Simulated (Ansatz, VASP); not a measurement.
# Cross-check of TiB2 between VASP and Ansatz, part 2 of 2

Aim: how closely do two programs agree when they are given the same cell, functional and k mesh? The cell is taken from a series of runs on this material, whose earlier steps may have relaxed, scaled, displaced or heated it; both programs get it as it stands.

VASP 6.6.1 and Ansatz 0.2.0.

So far: Starting point; VASP: zone-centre phonons, PBEsol.

### Step 3. Ansatz: zone-centre phonons, PBEsol

Level of this step: Ansatz beside VASP: Kohn-Sham DFT, plane waves, PBEsol (Ansatz).

Ansatz runs on its PAW soft_1 files.

The same cell, functional, mesh and smearing now go to Ansatz, which takes its cutoff from its data sets.

File input.yaml:

```yaml
crystal:
  lattice:
    - [3.0172551895, 0.0, 0.0]
    - [-1.5086275948, 2.6130196438, 0.0]
    - [0.0, 0.0, 3.1847100654]
  atoms:
    - { symbol: Ti, position: [0.0, 0.0, 0.0] }
    - { symbol: B, position: [0.3333333333, 0.6666666667, 0.5] }
    - { symbol: B, position: [0.6666666667, 0.3333333333, 0.5] }
kpoints:
  mp_grid: { grid: [21, 21, 16] }
hamiltonian:
  xc: pbesol
  pseudopotentials: { kind: paw, azcp: { folder: soft_1 }, xc_functional: pbe }
scf:
  occupations: { method: methfessel_paxton, width: 0.2 }
output:
  eigenvalues: true
phonons:
  method: dfpt
```

The run is started by

```
> ansatz run input.yaml --threads 8 --pin off --max-ram 15360MiB --backend cpu --events-out ev --progress --plain --runs-dir out
```

Numbers of over 12 decimals in the logs are rounded to 6 here.

Log:

```text
zone centre: on kpoints.mp_grid the ground state, and the responses unless they are solved on pairs of k-points, stand on 1089 of the mesh's 7056 k-points, reduced under 4 symmetry operations, with k and −k counted as one. Each operation leaves every solved displacement unchanged or reverses it
Engine: ansatz 0.2.0, x86_64-unknown-linux-gnu
Pseudopotentials: kind: paw
Pseudopotential: Ti, paw, valence charge 12, recommended cutoff 420 eV (normal), soft_1/Ti.paw.azcp
Pseudopotential: B, paw, valence charge 3, recommended cutoff 420 eV (normal), soft_1/B.paw.azcp
Functional definition: PBEsol
  exchange = pbesol_x
  correlation = pbesol_c
Crystal: 3 atoms, lattice volume = 25.109 Å³
Basis set: ecut = 420 eV, 503 PW (Γ), exchange–correlation on 48×48×48 points (8 copies of the dense FFT grid, shifted against one another)
Bands: 13, of which v1, the nominal top of the filled ones, is band 9 counted from 1 (8 counted from 0)
Symmetry: 24 space group operations
k-points: 1089 of 7056 (irreducible under 4 space group operations, time reversal used)
Non-local potential: Ti, projectors of the file, l = 0: 3, l = 1: 2, l = 2: 3, l = 3: 1
Non-local potential: B, projectors of the file, l = 0: 2, l = 1: 2, l = 2: 1
PAW form: soft (Blöchl's): semilocal exchange-correlation on the pseudo side does not see the compensation charge
PAW frozen core: Ti, regenerated for the run's functional, and the local potential with it (the file was generated under x = pbe(κ = 0.804, μ = 0.219515), c = pbe(β = 0.066725))
PAW frozen core: B, regenerated for the run's functional, and the local potential with it (the file was generated under x = pbe(κ = 0.804, μ = 0.219515), c = pbe(β = 0.066725))
PAW one-centre angular grid: Ti, 590 points (default); XC on 64 Gauss nodes
PAW one-centre angular grid: B, 110 points (default); XC on 64 Gauss nodes
Initial density: superposition of atomic densities (chi_scale 0.1, normalization cell, long waves kept (reshape's long-wave potential 0.00 eV rms))
Initial wavefunctions: pseudopotential atomic-orbital guess
Functional: x = pbesol(κ = 0.804, μ = 0.123457), c = pbesol(β = 0.046)
SCF iter   1: F=—  HF=-2783.789342 eV  |F-HF|=—  |Δ(HF+E_count)|=         —  Δρ=1.08e-1  dr2=4.55e0  ethr=3.10e-3  ⟨swp⟩=4.3  Hψ=67234  notcnv=0
preconditioner: auto → none  [metal: Δε(μ)=0.025 eV  Ē_g=9.582 eV  σ=0.200 eV  W_gap=0.11  n_scr=8 (ndim 8)  ℏωp=23.4 eV  f_vac=0.000  D(μ)=0.37/eV (n_scr^D=0)  sad-step TF]
SCF iter   2: F=—  HF=-2783.173685 eV  |F-HF|=—  |Δ(HF+E_count)|=   6.16e-1  S|Δr|=    0.00e0  Δρ=7.15e-2  dr2=2.17e0  ethr=3.10e-3  ⟨swp⟩=2.0  Hψ=27043  notcnv=0
SCF iter   3: F=—  HF=-2782.631622 eV  |F-HF|=—  |Δ(HF+E_count)|=   5.42e-1  S|Δr|=    0.00e0  Δρ=8.77e-3  dr2=2.36e-2  ethr=3.10e-3  ⟨swp⟩=3.1  Hψ=27706  notcnv=0
SCF iter   4: F=—  HF=-2782.629238 eV  |F-HF|=—  |Δ(HF+E_count)|=   2.38e-3  S|Δr|=    0.00e0  Δρ=1.04e-3  dr2=2.21e-4  ethr=1.31e-4  ⟨swp⟩=1.8  Hψ=24732  notcnv=0
SCF iter   5: F=—  HF=-2782.629288 eV  |F-HF|=—  |Δ(HF+E_count)|=   4.99e-5  S|Δr|=    0.00e0  Δρ=3.09e-4  dr2=3.76e-5  ethr=1.23e-6  ⟨swp⟩=2.0  Hψ=19668  notcnv=0
SCF iter   6: F=—  HF=-2782.629282 eV  |F-HF|=—  |Δ(HF+E_count)|=   6.11e-6  S|Δr|=    0.00e0  Δρ=8.41e-5  dr2=2.23e-6  ethr=2.09e-7  ⟨swp⟩=2.4  Hψ=20670  notcnv=0
SCF iter   7: F=—  HF=-2782.629281 eV  |F-HF|=—  |Δ(HF+E_count)|=   1.00e-6  S|Δr|=    0.00e0  Δρ=5.46e-6  dr2=7.69e-9  ethr=1.24e-8  ⟨swp⟩=2.7  Hψ=21013  notcnv=0
SCF iter   8: F=—  HF=-2782.629281 eV  |F-HF|=—  |Δ(HF+E_count)|=   3.46e-9  S|Δr|=    0.00e0  Δρ=6.73e-7  dr2=9.33e-11  ethr=4.27e-11  ⟨swp⟩=2.1  Hψ=19932  notcnv=0
SCF iter   9: F=-2782.629281 eV  HF=-2782.629281 eV  |F-HF|=6.82e-12  |Δ(HF+E_count)|=  3.68e-11  S|Δr|=    0.00e0  Δρ=1.63e-7  dr2=7.91e-12  ethr=1.00e-12  ⟨swp⟩=5.1  Hψ=53142  notcnv=0
SCF 1 converged in 9 iterations: F = -2782.629281 eV  dr2 = 7.91e-12
  greatest PAW one-centre occupation: 0.998 electrons in one spin orbital (limit 2), on the Ti atom at site 0 (counted from 0), in its partial waves of l = 0
DFPT response loops at Γ: preconditioner auto → Kerker (q_TF=auto, 2.581 Å⁻¹) (partly filled bands, converged f_vac=0.000); β = 1.00, the filter's whole step (`scf.mixing.beta` (0.50) is not read by the response loops under this deck's `scf.mixing.preconditioner`; to damp them name `kerker` or `kerker_dos`, under which they read `scf.mixing.beta`, and type it under 1.00, their step now; both keys bind the ground state too); Broyden in place of MSR1
SCF converged after 9 iterations
Stability not checked: this state was not tested for a lower state beside it, because cold or Methfessel-Paxton smearing, or corrected tetrahedra, fill the levels in a way that the test cannot read (fill_not_monotonic; see scf.lower_state_search)
Free energy (F): -2782.629281 eV
Harris-Foulkes:  -2782.629281 eV  (|F-HF|=6.82e-12)
Internal energy: -2782.629834 eV  (E = F + TS)
E sigma→0 (E₀):  -2782.629419 eV
Entropy (-TS):   0.000552 eV (0.184 meV/atom)
Fermi energy:    15.393669 eV
--- Per-component energies (eV) ---
  E_band       = -88.852644
  E_kinetic    = 384.687102
  E_local      = -828.804199  (includes V_loc(G=0)·N_el)
  E_nonlocal   = 77.204465
  E_hartree    = 341.433850
  E_xc         = -183.853688
  E_vxc        = -226.497388  (∫ρ·V_xc dr)
  E_paw        = -1167.224959  (= ΣΔE_a)
  E_vpaw       = -178.310341  (= ΣTr[D̂ρ^β])
  E_aug_tail   = -0.000080  (compensation charges beyond the density's cutoff)
  E_ewald      = -1406.241131
  E_core_change = 0.168806  (= ΣΔE_core)
  E_smearing   = 0.000552  (= −TS)
  E_closure    = 0.000000  (closes the sum)
  Σ components = -2782.629281   (vs F -2782.629281, Δ=0.00e0)
--- Band table (eV; the first three rows and the last of 1089) ---
  k-point 0: bands = [... 5 lower, 12.6463, 12.6463, 13.1551, 13.1797, 17.3320, 17.3320, 19.2051, 19.2051]
  k-point 1: bands = [... 5 lower, 12.3655, 12.6893, 12.6893, 13.9144, 17.1788, 17.1788, 19.1082, 19.1082]
  k-point 2: bands = [... 5 lower, 11.5229, 12.8176, 12.8176, 14.6039, 16.8096, 16.8096, 18.8296, 18.8296]
  k-point 1088: bands = [... 5 lower, 8.4365, 10.1376, 11.0112, 12.6543, 17.8753, 18.4568, 19.1710, 20.0939]
--- Phonons (Γ-DFPT): 4 representative perturbations + reference, on 1089 of 7056 k-points (Σ response iterations 12) ---
  k mesh reduced under 4 symmetry operations, with k and −k counted as one. Each operation leaves every solved displacement unchanged or reverses it
  ASR residual: 7.548e-5 → 0.000e0 eV/Å²; symmetrization residual: 9.771e-7 eV/Å²
  ASR residual per site (eV/Å²): 7.55e-5 2.55e-6 2.55e-6
  Γ frequencies (cm⁻¹): 0.00 0.00 0.00 526.11 526.11 530.14 559.79 900.23 900.23
  non-analytic LO–TO correction: not included (Born effective charges unavailable; polar crystals: no LO–TO splitting at Γ)
```

### Step 4. Differences

Known differences besides the potentials themselves: the cutoff is 420 eV in Ansatz and 500 eV in VASP; Ansatz makes its cores anew for this functional, VASP keeps those of its PBE data sets. Total energies have different zeros and are not compared.

Both answers:

```
                  quantity  Ansatz   VASP  difference
optical mode 1 to 2 (cm⁻¹)   526.1  526.1     +0.00 %
     optical mode 3 (cm⁻¹)   530.1  531.0     -0.16 %
     optical mode 4 (cm⁻¹)   559.8  559.7     +0.02 %
optical mode 5 to 6 (cm⁻¹)   900.2  904.2     -0.43 %
```

Modes are paired by rising frequency, not by their patterns, so a pair may set unlike modes beside each other; they are those without the splitting of longitudinal modes.

### Step 5. Outcome

| Item | Value |
| --- | --- |
| r.m.s. difference of the optical zone-centre modes, each program's sorted by frequency (zone-centre phonons, PBEsol) | 2.3 cm⁻¹ |

In words: The r.m.s. difference of the optical zone-centre modes, each program's sorted by frequency is 2.3 cm⁻¹ (zone-centre phonons, PBEsol). How closely two codes agree says nothing of how well the functional describes the real material.

[Lines on the potential files, build, host, timing and source positions are cut from VASP's logs without a mark.]

[Logs are printed without paths, hosts, clocks, repeated set-up lines and the standing remarks that a program may print on its own settings, such as how far it seeks lower states.]

[Hosts, paths, dates, database ids (printed as entryN), source tags and the programs' standing remarks are cut or masked in the printed files.]
